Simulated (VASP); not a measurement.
```
Co
1.0
    1.24092    -2.14934     0.00000
    1.24092     2.14934     0.00000
    0.00000     0.00000     4.04636
Co
2
Direct
  0.33333   0.66667   0.25000
  0.66667   0.33333   0.75000
```
Starting moments (μB, in the order of the record's atoms Co Co): 1.7 1.7.

These are r2SCAN+rVV10, VASP's PBE PAW potentials (set 64) (plane waves; VASP 6.6.1) values and carry that method's errors. Run with 520 eV cut-off, 17×17×9 Γ-centred mesh, first-order Methfessel-Paxton smearing of 0.10 eV, potentials Co.

Question: Estimate the cell moment, energy per atom (σ→0), pressure, band gap (on the k-mesh) with the smallest direct gap where there is one.

Answer: 
The band gap (on the k-mesh) is none (metal, semimetal or under 0.01 eV) and the cell moment is 3.46 μB. The energy per atom (σ→0) comes out as -1254.6 kJ/mol-atom and the pressure is -59.5 kbar.

Question: Give the moment on each site (PAW-sphere projection).

Answer: 
| site | moment (μB) |
|---|---|
| Co1 | 1.80 |
| Co2 | 1.80 |

Only differences to runs with the same potentials and settings are physical.

The compound is Co in the hcp structure. This cell is one point of a volume scan, at 1.03 of the reference volume.
